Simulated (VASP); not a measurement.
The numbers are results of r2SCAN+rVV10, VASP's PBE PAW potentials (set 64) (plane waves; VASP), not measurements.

The input files of a VASP run:

**POSCAR**
```
Ge
1
    0.0000000000     2.7683061954     2.7683061954
    2.7683061954     0.0000000000     2.7683061954
    2.7683061954     2.7683061954     0.0000000000
Ge
2
Direct
  0.0000000000   0.0000000000   0.0000000000
  0.2500000000   0.2500000000   0.2500000000
```

### INCAR
```
ALGO=Normal
BPARAM=11.95
CPARAM=0.0093
EDIFF=1E-7
ENCUT=520
ISIF=2
ISMEAR=0
LASPH=.True.
LCHARG=.False.
LMAXMIX=4
LMIXTAU=.True.
LREAL=.False.
LUSE_VDW=.True.
LWAVE=.False.
METAGGA=R2SCAN
NELM=100
PREC=Accurate
SIGMA=0.05
SYSTEM=Ge
```

**KPOINTS**
```
Automatic
0
gamma
 8 8 8
```

POTCAR, in this order: Ge_d (PBE.64 set). Program: vasp_std.

What will the output report for the number of irreducible k-points (NKPTS), largest plane-wave count, number of space-group operations, FFT grid (NGX, NGY, NGZ)?

```json
{
  "number of irreducible k-points (NKPTS)": "29",
  "largest_plane_wave_count": "1158",
  "number_of_space_group_operations": "48",
  "FFT grid (NGX, NGY, NGZ)": "30 × 30 × 30"
}
```

The compound is Ge in the diamond structure. This cell is one point of a volume scan, at 0.94 of the reference volume.
